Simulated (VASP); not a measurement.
Given:

```xyz
2
Lattice="0.0000 2.5812 2.5812 2.5812 0.0000 2.5812 2.5812 2.5812 0.0000" Properties=species:S:1:pos:R:3 pbc="T T T"
Ge     0.0000     0.0000     0.0000
Pd     2.5812     2.5812     2.5812
```

Computed with r2SCAN meta-GGA, VASP's PBE PAW potentials (set 64) (plane waves; VASP). Numerical set-up: 400 eV cut-off, 14×14×14 Γ-centred mesh, tetrahedra with Blöchl corrections, potentials Ge_d Pd.

Problem. Give the energies of bands 7 to 15 at the high-symmetry points, in eV from the Fermi level.

Solution. 
```csv
band,Γ,X,U,L,W
7,-3.59,-4.32,-4.78,-6.39,-4.47
8,-3.59,-4.07,-4.35,-4.73,-4.42
9,-3.59,-3.06,-3.98,-4.73,-4.42
10,-3.44,-2.55,-2.69,-2.81,-2.55
11,-3.44,-2.55,-2.17,-2.81,-1.18
12,2.95,-0.65,-1.53,-1.63,-1.18
13,2.95,-0.21,-0.67,5.83,-0.87
14,2.95,-0.21,1.76,5.83,-0.56
15,8.66,3.78,5.93,6.08,9.54
```

It has no gap at this level: it comes out as a metal or semimetal.

The structure was generated: GePd was put into the rocksalt type (Fm-3m), which need not be its known phase. It was relaxed first, which changed the volume by -15 %.
